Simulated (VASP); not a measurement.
# NbTe (P-6m2) in VASP: notebook

Runs on NbTe. Level: PBE. Tasks: single point.

Program: VASP 6.6.1. These are calculated values, not measurements. Logs are shortened: lines on timing, memory, paths and dates and some standing lists are left out, and cuts for length are marked.

## (1) Starting point

The structure is hexagonal, space group P-6m2 (No. 187). The conventional cell has a = 3.703 Å, b = 3.703 Å, c = 3.694 Å, α = 90.00°, β = 90.00°, γ = 120.00°. Te (site symmetry -6m2) has 6 Nb at 2.83 Å as nearest neighbours. Nb (site symmetry -6m2) has 6 Te at 2.83 Å as nearest neighbours.

The cell comes from a database or a generator and needn't be the stable form of this composition.

## (2) Single point, PBE

Input file INCAR:

```
  PREC = Normal
  ENCUT = 520
  EDIFF = 1E-7
  ISMEAR = 0
  SIGMA = 0.05
  LREAL = False
  LASPH = True
  NELM = 100
  ALGO = Normal
  ISIF = 2
  LWAVE = False
  LCHARG = False
  GGA = PE
  NBANDS = 16
  ADDGRID = False
```

Input file KPOINTS:

```
regular mesh
0
Gamma
  10 10 9
```

Input file POSCAR:

```
NbTe
1.0
    3.7029743866      0.0000000000      0.0000000000
   -1.8514871933      3.2068698884      0.0000000000
    0.0000000000      0.0000000000      3.6942110000
Te Nb
1 1
Direct
    0.6666666667      0.3333333333      0.0000000000
    0.0000000000      0.0000000000      0.5000000000
```

Potentials or basis: VASP PAW PBE potentials, release 64 (Te, Nb_pv).

The run is started by

```sh
$ cat potpaw_PBE.64/Te/POTCAR potpaw_PBE.64/Nb_pv/POTCAR > POTCAR
$ mpirun -np 1 vasp_std > vasp.out
```

OUTCAR:

```text
PREC = Normal
   ENCUT = 520
   EDIFF = 1E-7
   ISMEAR = 0
   LREAL = False
   LASPH = True
   NELM = 100
   ISIF = 2
   GGA = PE

 Found     70 irreducible k-points:

 Following reciprocal coordinates:
            Coordinates               Weight
  0.000000  0.000000  0.000000      1.000000
  0.100000 -0.000000  0.000000      6.000000
  0.200000 -0.000000  0.000000      6.000000
  0.300000  0.000000  0.000000      6.000000
  0.400000 -0.000000  0.000000      6.000000
  0.500000 -0.000000  0.000000      3.000000
   k-points           NKPTS =     70   k-points in BZ     NKDIM =     70   number of bands    NBANDS=     16
   number of dos      NEDOS =    301   number of ions     NIONS =      2
   total plane-waves  NPLWV =  13824
   dimension x,y,z NGX =    24 NGY =   24 NGZ =   24
   dimension x,y,z NGXF=    48 NGYF=   48 NGZF=   48
   ions per type =               1   1
   NGX,Y,Z   is equivalent  to a cutoff of  10.77, 10.77, 10.80 a.u.
   NGXF,Y,Z  is equivalent  to a cutoff of  21.55, 21.55, 21.60 a.u.
 SYSTEM =  unknown system
   PREC   = normal    normal or accurate (medium, high low for compatibility)
   ISTART =      0    job   : 0-new  1-cont  2-samecut
   ICHARG =      2    charge: 1-file 2-atom 10-const
   ISPIN  =      1    spin polarized calculation?
   LNONCOLLINEAR =      F non collinear calculations
   LSORBIT =      F    spin-orbit coupling
   LASPH  =      T    aspherical Exc in radial PAW
   ENCUT  =  520.0 eV  38.22 Ry    6.18 a.u.   6.89  6.89  6.87*2*pi/ulx,y,z
   NELM   =    100;   NELMIN=  2; NELMDL= -5     # of ELM steps
   EDIFF  = 0.1E-06   stopping-criterion for ELM
[... 18 lines left out ...]
     AMIX     =   0.40;   BMIX     =  1.00
     AMIX_MAG =   1.60;   BMIX_MAG =  1.00
  volume/ion in A,a.u.               =      21.93       148.02
  Fermi-wavevector in a.u.,A,eV,Ry     =   1.193548  2.255479 19.382272  1.424557
  Thomas-Fermi vector in A             =   2.329560
   LORBIT       =      0    0 simple, 1 ext, 2 COOP (PROOUT), +10 PAW based schemes
   GGA     = PE    functional components
[... 5 lines left out ...]
 non-spin polarized calculation
 Gauss-broadening in eV      SIGMA  =   0.05
  energy-cutoff  :      520.00
  volume of cell :       43.87
 maximum number of plane-waves:      1194
   NGX = 13   NGY = 13   NGZ = 13

 number of electron      17.0000004 magnetization

 Free energy of the ion-electron system (eV)
  ---------------------------------------------------
  ext. energy  EPLUGINS =         0.00000000
  ---------------------------------------------------
  free energy    TOTEN  =       -13.51142354 eV

  energy without entropy =      -13.50949404  energy(sigma->0) =      -13.51045879

 E-fermi :   8.4150     XC(G=0): -11.2459

 val. band max:        8.4137688449   @ k =   0.2000   0.1000   0.4444
 cond. band min:       8.4470799816   @ k =   0.2000  -0.0000   0.0000
 fundamental gap:      0.0333111367
 Fermi energy:         8.4149550728

 k-point     1 :       0.0000    0.0000    0.0000
  band No.  band energies     occupation
      1     -23.3653      2.00000
      2     -23.1715      2.00000
      3     -23.1715      2.00000
      4      -5.8094      2.00000
      5       5.2946      2.00000
      6       5.2946      2.00000
[... 8 lines left out ...]
     15      15.5053      0.00000
     16      15.5053      0.00000

 k-point     2 :       0.1000   -0.0000    0.0000
  band No.  band energies     occupation
      1     -23.3632      2.00000
      2     -23.1843      2.00000
      3     -23.1745      2.00000
      4      -5.6874      2.00000
      5       4.7344      2.00000
      6       5.3569      2.00000
[... 8 lines left out ...]
     15      16.0116      0.00000
     16      16.1569      0.00000

 k-point     3 :       0.2000   -0.0000    0.0000
  band No.  band energies     occupation
      1     -23.3577      2.00000
      2     -23.2177      2.00000
      3     -23.1824      2.00000
      4      -5.3426      2.00000
      5       3.6909      2.00000
      6       5.3853      2.00000
[... 8 lines left out ...]
     15      16.7981      0.00000
     16      17.2598      0.00000

 k-point     4 :       0.3000    0.0000    0.0000
  band No.  band energies     occupation
      1     -23.3508      2.00000
      2     -23.2585      2.00000
      3     -23.1922      2.00000
      4      -4.8471      2.00000
      5       2.5492      2.00000
      6       4.9710      2.00000
[... 8 lines left out ...]
     15      17.1545      0.00000
     16      17.3439      0.00000

 k-point     5 :       0.4000   -0.0000    0.0000
  band No.  band energies     occupation
      1     -23.3453      2.00000
      2     -23.2913      2.00000
      3     -23.2000      2.00000
      4      -4.3571      2.00000
      5       1.6260      2.00000
      6       4.7085      2.00000
[... 8 lines left out ...]
     15      17.1554      0.00000
     16      18.5425      0.00000

 k-point     6 :       0.5000   -0.0000    0.0000
  band No.  band energies     occupation
      1     -23.3431      2.00000
      2     -23.3037      2.00000
      3     -23.2030      2.00000
      4      -4.1362      2.00000
      5       1.2539      2.00000
      6       4.6196      2.00000
[... 8 lines left out ...]
     15      17.2093      0.00000
     16      19.1746      0.00000

 [... further k-points ...]

------------------------ aborting loop because EDIFF is reached ----------------------------------------

  FORCE on cell =-STRESS in cart. coord.  units (eV):
  Direction    XX          YY          ZZ          XY          YZ          ZX
  --------------------------------------------------------------------------------------
  -------------------------------------------------------------------------------------
  Total       -0.0443191     -0.0443191      0.0803325      0.0000000      0.0000000      0.0000000
  in kB       -1.6186296     -1.6186296      2.9339196      0.0000000      0.0000000      0.0000000
  external PRESSURE =      -0.1011132 kB  Pullay stress =       0.0000000 kB

 VOLUME and BASIS-vectors are now :
 -----------------------------------------------------------------------------
  energy-cutoff  :      520.00
  volume of cell :       43.87
      direct lattice vectors                 reciprocal lattice vectors
     3.702974387  0.000000000  0.000000000     0.270053178  0.155915275  0.000000000
    -1.851487193  3.206869888  0.000000000     0.000000000  0.311830550  0.000000000
     0.000000000  0.000000000  3.694211000     0.000000000  0.000000000  0.270693796

 POSITION                                       TOTAL-FORCE (eV/Angst)
 -----------------------------------------------------------------------------------
      1.85149      1.06896      0.00000        -0.000000      0.000000      0.000000
      0.00000      0.00000      1.84711         0.000000     -0.000000      0.000000
 -----------------------------------------------------------------------------------
    total drift:                               -0.000000      0.000000      0.000000

  FREE ENERGIE OF THE ION-ELECTRON SYSTEM (eV)
  ---------------------------------------------------
  free  energy   TOTEN  =       -13.5114235357 eV

  energy  without entropy=      -13.5094940377  energy(sigma->0) =      -13.51045879
```

Run time: 17 s. Hardware: 1 thread of Intel Xeon Platinum 8488C (Sapphire Rapids), shared host; peak memory 0.17 GiB.

The run converged, but some of its settings lie outside the range that counts as converged, so its numbers aren't taken as properties of the crystal.

Results:

```yaml
Free_energy: -13.5114 eV
Pressure: 0.0 GPa
Band_gap_on_the_k_mesh: none (metal or under the smearing width)
```

## (3) Single point, PBE

Changes to INCAR since step 2:

```diff
@@ -1,2 +1,2 @@
-  PREC = Normal
+  PREC = Accurate
   ENCUT = 520
@@ -5,3 +5,3 @@
   SIGMA = 0.05
-  LREAL = False
+  LREAL = Auto
   LASPH = True
```

KPOINTS is that of step 2.

POSCAR is that of step 2.

Potentials or basis: VASP PAW PBE potentials, release 64 (Te, Nb_pv).

The run is started by

```sh
$ cat potpaw_PBE.64/Te/POTCAR potpaw_PBE.64/Nb_pv/POTCAR > POTCAR
$ mpirun -np 1 vasp_std > vasp.out
```

Run time: 60 s. Hardware: 1 thread of Intel Xeon Platinum 8488C (Sapphire Rapids), shared host; peak memory 0.17 GiB.

These settings aren't checked as converged: the numbers below hold their error.

Results:

```yaml
Free_energy: -13.5117 eV
Pressure: 0.0 GPa
Band_gap_on_the_k_mesh: none (metal or under the smearing width)
```

## (4) Single point, PBE

Changes to INCAR since step 3:

```diff
@@ -2,6 +2,6 @@
   ENCUT = 520
-  EDIFF = 1E-7
+  EDIFF = 1E-5
   ISMEAR = 0
   SIGMA = 0.05
-  LREAL = Auto
+  LREAL = False
   LASPH = True
```

KPOINTS is that of step 3.

POSCAR is that of step 3.

Potentials or basis: VASP PAW PBE potentials, release 64 (Te, Nb_pv).

The run is started by

```sh
$ cat potpaw_PBE.64/Te/POTCAR potpaw_PBE.64/Nb_pv/POTCAR > POTCAR
$ mpirun -np 1 vasp_std > vasp.out
```

OUTCAR:

```text
PREC = Accurate
   ENCUT = 520
   EDIFF = 1E-5
   ISMEAR = 0
   LREAL = False
   LASPH = True
   NELM = 100
   ISIF = 2
   GGA = PE

 Found     70 irreducible k-points:

 Following reciprocal coordinates:
            Coordinates               Weight
  0.000000  0.000000  0.000000      1.000000
  0.100000 -0.000000  0.000000      6.000000
  0.200000 -0.000000  0.000000      6.000000
  0.300000  0.000000  0.000000      6.000000
  0.400000 -0.000000  0.000000      6.000000
  0.500000 -0.000000  0.000000      3.000000
   k-points           NKPTS =     70   k-points in BZ     NKDIM =     70   number of bands    NBANDS=     16
   number of dos      NEDOS =    301   number of ions     NIONS =      2
   total plane-waves  NPLWV =  21952
   dimension x,y,z NGX =    28 NGY =   28 NGZ =   28
   dimension x,y,z NGXF=    56 NGYF=   56 NGZF=   56
   ions per type =               1   1
   NGX,Y,Z   is equivalent  to a cutoff of  12.57, 12.57, 12.60 a.u.
   NGXF,Y,Z  is equivalent  to a cutoff of  25.14, 25.14, 25.20 a.u.
 SYSTEM =  unknown system
   PREC   = accura    normal or accurate (medium, high low for compatibility)
   ISTART =      0    job   : 0-new  1-cont  2-samecut
   ICHARG =      2    charge: 1-file 2-atom 10-const
   ISPIN  =      1    spin polarized calculation?
   LNONCOLLINEAR =      F non collinear calculations
   LSORBIT =      F    spin-orbit coupling
   LASPH  =      T    aspherical Exc in radial PAW
   ENCUT  =  520.0 eV  38.22 Ry    6.18 a.u.   6.89  6.89  6.87*2*pi/ulx,y,z
   NELM   =    100;   NELMIN=  2; NELMDL= -5     # of ELM steps
   EDIFF  = 0.1E-04   stopping-criterion for ELM
   LREAL  =      F    real-space projection
   EDIFFG = 0.1E-03   stopping-criterion for IOM
   NSW    =      0    number of steps for IOM
   IBRION =     -1    ionic relax: 0-MD 1-quasi-New 2-CG
[... 14 lines left out ...]
     AMIX     =   0.40;   BMIX     =  1.00
     AMIX_MAG =   1.60;   BMIX_MAG =  1.00
  volume/ion in A,a.u.               =      21.93       148.02
  Fermi-wavevector in a.u.,A,eV,Ry     =   1.193548  2.255479 19.382272  1.424557
  Thomas-Fermi vector in A             =   2.329560
   LORBIT       =      0    0 simple, 1 ext, 2 COOP (PROOUT), +10 PAW based schemes
   GGA     = PE    functional components
[... 5 lines left out ...]
 non-spin polarized calculation
 Gauss-broadening in eV      SIGMA  =   0.05
  energy-cutoff  :      520.00
  volume of cell :       43.87
 maximum number of plane-waves:      1194
 NGX is ok and might be reduce to    28
   NGX = 13   NGY = 13   NGZ = 13

 number of electron      17.0000003 magnetization

 Free energy of the ion-electron system (eV)
  ---------------------------------------------------
  ext. energy  EPLUGINS =         0.00000000
  ---------------------------------------------------
  free energy    TOTEN  =       -13.51142367 eV

  energy without entropy =      -13.50949382  energy(sigma->0) =      -13.51045875

 E-fermi :   8.4146     XC(G=0): -11.2460

 val. band max:        8.4133934153   @ k =   0.2000   0.1000   0.4444
 cond. band min:       8.4466715392   @ k =   0.2000  -0.0000   0.0000
 fundamental gap:      0.0332781239
 Fermi energy:         8.4145994791

 k-point     1 :       0.0000    0.0000    0.0000
  band No.  band energies     occupation
      1     -23.3659      2.00000
      2     -23.1721      2.00000
      3     -23.1721      2.00000
      4      -5.8092      2.00000
      5       5.2945      2.00000
      6       5.2945      2.00000
[... 8 lines left out ...]
     15      15.5054      0.00000
     16      15.5054      0.00000

 k-point     2 :       0.1000   -0.0000    0.0000
  band No.  band energies     occupation
      1     -23.3638      2.00000
      2     -23.1849      2.00000
      3     -23.1751      2.00000
      4      -5.6872      2.00000
      5       4.7343      2.00000
      6       5.3569      2.00000
[... 8 lines left out ...]
     15      16.0117      0.00000
     16      16.1569      0.00000

 k-point     3 :       0.2000   -0.0000    0.0000
  band No.  band energies     occupation
      1     -23.3583      2.00000
      2     -23.2183      2.00000
      3     -23.1830      2.00000
      4      -5.3424      2.00000
      5       3.6910      2.00000
      6       5.3853      2.00000
[... 8 lines left out ...]
     15      16.7981      0.00000
     16      17.2599      0.00000

 k-point     4 :       0.3000    0.0000    0.0000
  band No.  band energies     occupation
      1     -23.3514      2.00000
      2     -23.2591      2.00000
      3     -23.1927      2.00000
      4      -4.8469      2.00000
      5       2.5493      2.00000
      6       4.9710      2.00000
[... 8 lines left out ...]
     15      17.1545      0.00000
     16      17.3439      0.00000

 k-point     5 :       0.4000   -0.0000    0.0000
  band No.  band energies     occupation
      1     -23.3459      2.00000
      2     -23.2918      2.00000
      3     -23.2006      2.00000
      4      -4.3570      2.00000
      5       1.6260      2.00000
      6       4.7084      2.00000
[... 8 lines left out ...]
     15      17.1553      0.00000
     16      18.5425      0.00000

 k-point     6 :       0.5000   -0.0000    0.0000
  band No.  band energies     occupation
      1     -23.3438      2.00000
      2     -23.3042      2.00000
      3     -23.2036      2.00000
      4      -4.1360      2.00000
      5       1.2540      2.00000
      6       4.6196      2.00000
[... 8 lines left out ...]
     15      17.2092      0.00000
     16      19.1754      0.00000

 [... further k-points ...]

------------------------ aborting loop because EDIFF is reached ----------------------------------------

  FORCE on cell =-STRESS in cart. coord.  units (eV):
  Direction    XX          YY          ZZ          XY          YZ          ZX
  --------------------------------------------------------------------------------------
  -------------------------------------------------------------------------------------
  Total       -0.0429040     -0.0429040      0.0841763     -0.0000000     -0.0000000      0.0000000
  in kB       -1.5669496     -1.5669496      3.0743029     -0.0000000     -0.0000000      0.0000000
  external PRESSURE =      -0.0198654 kB  Pullay stress =       0.0000000 kB

 VOLUME and BASIS-vectors are now :
 -----------------------------------------------------------------------------
  energy-cutoff  :      520.00
  volume of cell :       43.87
      direct lattice vectors                 reciprocal lattice vectors
     3.702974387  0.000000000  0.000000000     0.270053178  0.155915275  0.000000000
    -1.851487193  3.206869888  0.000000000     0.000000000  0.311830550  0.000000000
     0.000000000  0.000000000  3.694211000     0.000000000  0.000000000  0.270693796

 POSITION                                       TOTAL-FORCE (eV/Angst)
 -----------------------------------------------------------------------------------
      1.85149      1.06896      0.00000        -0.000000      0.000000      0.000000
      0.00000      0.00000      1.84711         0.000000      0.000000      0.000000
 -----------------------------------------------------------------------------------
    total drift:                               -0.000000      0.000000     -0.000000

  FREE ENERGIE OF THE ION-ELECTRON SYSTEM (eV)
  ---------------------------------------------------
  free  energy   TOTEN  =       -13.5114236748 eV

  energy  without entropy=      -13.5094938243  energy(sigma->0) =      -13.51045875
```

stdout:

```text
POSCAR found type information on POSCAR TeNb
 POSCAR found :  2 types and       2 ions
 scaLAPACK will be used
 LDA part: xc-table for (Slater+PW92), standard interpolation
 POSCAR, INCAR and KPOINTS ok, starting setup
 FFT: planning ... GRIDC
 FFT: planning ... GRID_SOFT
 FFT: planning ... GRID
 WAVECAR not read
 entering main loop
```

It took 27 s on 1 thread of Intel Xeon Platinum 8488C (Sapphire Rapids), shared host; peak memory 0.19 GiB.

These settings aren't checked as converged: the numbers below hold their error.

What came out:

| Property | Result |
| --- | --- |
| Free energy | -13.5114 eV |
| Pressure | 0.0 GPa |
| Band gap on the k mesh | none (metal or under the smearing width) |

## (5) The reference run

An earlier run on the cell as given: functional PBE; potentials or basis VASP PAW PBE potentials, release 64 (Te, Nb_sv); cutoff 520 eV; k mesh 8 × 8 × 7; occupations fermi-dirac, width 0.05 eV; no spin polarisation.

* Pressure: -0.8 GPa
* Band gap on the k mesh: none (metal or under the smearing width)
